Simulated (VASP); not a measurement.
Given:

```
KMgF3
1.0
    4.02562     0.00000     0.00000
    0.00000     4.02562     0.00000
    0.00000     0.00000     4.02562
K Mg F
1 1 3
Direct
  0.00000   0.00000   0.00000
  0.50000   0.50000   0.50000
  0.50000   0.00000   0.50000
  0.00000   0.50000   0.50000
  0.50000   0.50000   0.00000
```

Method: PBE GGA with D4 dispersion, VASP's PBE PAW potentials (set 64) (plane waves; VASP). Run with 520 eV cut-off, Gaussian smearing of 0.050 eV, potentials K_sv Mg F.

**Question.** Give the energies of bands 8 to 17 at the high-symmetry points, in eV from the valence-band maximum.

**Answer.** 
| band | Γ | X | M | R |
|---|---|---|---|---|
| 8 | -2.36 | -2.22 | -3.03 | -3.79 |
| 9 | -2.36 | -2.22 | -2.05 | -1.62 |
| 10 | -2.36 | -2.12 | -1.84 | -1.62 |
| 11 | -0.59 | -1.39 | -1.10 | -1.62 |
| 12 | -0.59 | -0.83 | -0.99 | -1.09 |
| 13 | -0.59 | -0.83 | -0.99 | -1.09 |
| 14 | -0.32 | -0.82 | -0.87 | 0.00 |
| 15 | -0.32 | -0.51 | -0.87 | 0.00 |
| 16 | -0.32 | -0.51 | -0.02 | 0.00 |
| 17 | 7.08 | 9.93 | 10.74 | 10.33 |

The gap is indirect, 7.08 eV, from the valence maximum at R to the conduction minimum at Γ.

Measured: gap 12.40 eV (computed value off by -5.32 eV), as given by M. Sahnoun et al., Materials Chemistry and Physics (2004), doi:10.1016/j.matchemphys.2004.11.019.

The compound is KMgF3 in the cubic perovskite structure. It was relaxed first.
